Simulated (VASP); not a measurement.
OSZICAR of a VASP run on Cs2AgBiBr6 (space group Fm-3m):

OSZICAR:
```
       N       E                     dE             d eps       ncg     rms          rms(c)
DAV:   1     0.446584331100E+03    0.44658E+03   -0.33030E+04   408   0.124E+03
DAV:   2    -0.173990120823E+03   -0.62057E+03   -0.60875E+03   500   0.291E+02
DAV:   3    -0.240778887961E+03   -0.66789E+02   -0.66493E+02   480   0.117E+02
DAV:   4    -0.242817539133E+03   -0.20387E+01   -0.20341E+01   493   0.245E+01
DAV:   5    -0.242893394860E+03   -0.75856E-01   -0.75843E-01   581   0.412E+00    0.860E+00
DAV:   6    -0.231060817149E+03    0.11833E+02   -0.83320E+00   477   0.216E+01    0.794E+00
DAV:   7    -0.221972790679E+03    0.90880E+01   -0.25540E+00   443   0.816E+00    0.416E+00
DAV:   8    -0.223053870696E+03   -0.10811E+01   -0.16322E+00   436   0.685E+00    0.162E+00
DAV:   9    -0.222367637041E+03    0.68623E+00   -0.70054E-01   408   0.523E+00    0.585E-01
DAV:  10    -0.222442900924E+03   -0.75264E-01   -0.49262E-02   448   0.155E+00    0.268E-01
DAV:  11    -0.222439410442E+03    0.34905E-02   -0.35865E-02   442   0.119E+00    0.119E-01
DAV:  12    -0.222454745583E+03   -0.15335E-01   -0.80054E-03   426   0.580E-01    0.720E-02
DAV:  13    -0.222455000489E+03   -0.25491E-03   -0.28069E-03   477   0.280E-01    0.461E-02
DAV:  14    -0.222454230364E+03    0.77013E-03   -0.85857E-04   429   0.192E-01    0.319E-02
DAV:  15    -0.222455707310E+03   -0.14769E-02   -0.10702E-03   423   0.213E-01    0.243E-02
DAV:  16    -0.222455703583E+03    0.37271E-05   -0.96615E-05   448   0.707E-02    0.130E-02
DAV:  17    -0.222455774153E+03   -0.70570E-04   -0.97885E-06   450   0.195E-02    0.895E-03
DAV:  18    -0.222455824855E+03   -0.50702E-04   -0.34897E-05   432   0.394E-02    0.210E-03
DAV:  19    -0.222455831018E+03   -0.61632E-05   -0.40269E-06   407   0.141E-02    0.208E-03
DAV:  20    -0.222455831527E+03   -0.50846E-06   -0.30025E-07   288   0.353E-03
   1 F= -.22245583E+03 E0= -.22245583E+03  d E =-.222456E+03
       N       E                     dE             d eps       ncg     rms          rms(c)
DAV:   1    -0.223108383338E+03   -0.65255E+00   -0.17024E+01   445   0.269E+01    0.486E+00
DAV:   2    -0.222590185813E+03    0.51820E+00   -0.12072E+00   436   0.852E+00    0.201E+00
DAV:   3    -0.222502860323E+03    0.87325E-01   -0.24976E-01   468   0.290E+00    0.110E+00
DAV:   4    -0.222485493223E+03    0.17367E-01   -0.69129E-02   473   0.196E+00    0.259E-01
DAV:   5    -0.222490028622E+03   -0.45354E-02   -0.24826E-02   417   0.989E-01    0.185E-01
DAV:   6    -0.222498691267E+03   -0.86626E-02   -0.74955E-03   427   0.493E-01    0.108E-01
DAV:   7    -0.222499516573E+03   -0.82531E-03   -0.10438E-03   428   0.198E-01    0.206E-02
DAV:   8    -0.222499648139E+03   -0.13157E-03   -0.15837E-04   455   0.826E-02    0.143E-02
DAV:   9    -0.222499674940E+03   -0.26801E-04   -0.38890E-05   455   0.413E-02    0.311E-03
DAV:  10    -0.222499687612E+03   -0.12672E-04   -0.13394E-05   445   0.236E-02    0.213E-03
DAV:  11    -0.222499698142E+03   -0.10530E-04   -0.33676E-06   410   0.124E-02    0.118E-03
DAV:  12    -0.222499697647E+03    0.49480E-06   -0.10979E-06   288   0.722E-03
   2 F= -.22249970E+03 E0= -.22249970E+03  d E =-.438661E-01
       N       E                     dE             d eps       ncg     rms          rms(c)
DAV:   1    -0.222503043478E+03   -0.33453E-02   -0.85246E-02   463   0.186E+00    0.345E-01
DAV:   2    -0.222500359910E+03    0.26836E-02   -0.64959E-03   422   0.633E-01    0.138E-01
DAV:   3    -0.222499932978E+03    0.42693E-03   -0.13226E-03   460   0.205E-01    0.713E-02
DAV:   4    -0.222499821321E+03    0.11166E-03   -0.34118E-04   471   0.142E-01    0.173E-02
DAV:   5    -0.222499862998E+03   -0.41677E-04   -0.12574E-04   414   0.723E-02    0.131E-02
DAV:   6    -0.222499886592E+03   -0.23595E-04   -0.37217E-05   414   0.345E-02    0.768E-03
DAV:   7    -0.222499891041E+03   -0.44483E-05   -0.58976E-06   402   0.150E-02    0.142E-03
DAV:   8    -0.222499890293E+03    0.74738E-06   -0.89153E-07   293   0.632E-03
   3 F= -.22249989E+03 E0= -.22249989E+03  d E =-.440588E-01
       N       E                     dE             d eps       ncg     rms          rms(c)
DAV:   1    -0.222502212838E+03   -0.23218E-02   -0.37359E-01   408   0.216E+00    0.296E-01
DAV:   2    -0.222503284264E+03   -0.10714E-02   -0.15036E-02   442   0.526E-01    0.128E-01
DAV:   3    -0.222503684401E+03   -0.40014E-03   -0.57970E-04   430   0.144E-01    0.830E-02
DAV:   4    -0.222503577363E+03    0.10704E-03   -0.24845E-04   474   0.778E-02    0.377E-02
DAV:   5    -0.222503638564E+03   -0.61201E-04   -0.54171E-05   420   0.449E-02    0.142E-02
DAV:   6    -0.222503610556E+03    0.28008E-04   -0.28224E-05   420   0.304E-02    0.974E-03
DAV:   7    -0.222503637003E+03   -0.26447E-04   -0.10375E-05   426   0.188E-02    0.235E-03
DAV:   8    -0.222503636319E+03    0.68426E-06   -0.16574E-06   263   0.789E-03
   4 F= -.22250364E+03 E0= -.22250364E+03  d E =-.374603E-02
       N       E                     dE             d eps       ncg     rms          rms(c)
DAV:   1    -0.222502843356E+03    0.79365E-03   -0.67844E-01   408   0.291E+00    0.397E-01
DAV:   2    -0.222504815022E+03   -0.19717E-02   -0.27270E-02   442   0.706E-01    0.170E-01
DAV:   3    -0.222505539804E+03   -0.72478E-03   -0.10452E-03   438   0.194E-01    0.111E-01
DAV:   4    -0.222505345865E+03    0.19394E-03   -0.45165E-04   474   0.105E-01    0.500E-02
DAV:   5    -0.222505459667E+03   -0.11380E-03   -0.10071E-04   414   0.610E-02    0.190E-02
DAV:   6    -0.222505415383E+03    0.44283E-04   -0.50412E-05   414   0.408E-02    0.131E-02
DAV:   7    -0.222505459826E+03   -0.44442E-04   -0.18075E-05   420   0.250E-02    0.317E-03
DAV:   8    -0.222505459418E+03    0.40782E-06   -0.32184E-06   375   0.107E-02
   5 F= -.22250546E+03 E0= -.22250546E+03  d E =-.556912E-02
```

Which electronic solver shows in the log?

It is blocked Davidson (ALGO = Normal, or the opening steps of other solvers). The INCAR had ALGO = Normal.

Can the final energy be trusted as converged?

The calculation finished and met its thresholds. It stopped with EDIFF = 1E-6, NELM = 100, NSW = 60 and EDIFFG = -0.02 after 5 ionic steps (r2SCAN meta-GGA, plane waves, VASP's PBE PAW potentials (set 64)). Energy and stress use the plane-wave basis of the starting cell.

The structure comes from a computed database's Cs2AgBiBr6 entry (Fm-3m); how it stands against other phases isn't given here. This run relaxes it. Symmetry was kept, so distortions that lower it aren't found. The start is the result of an earlier pass.
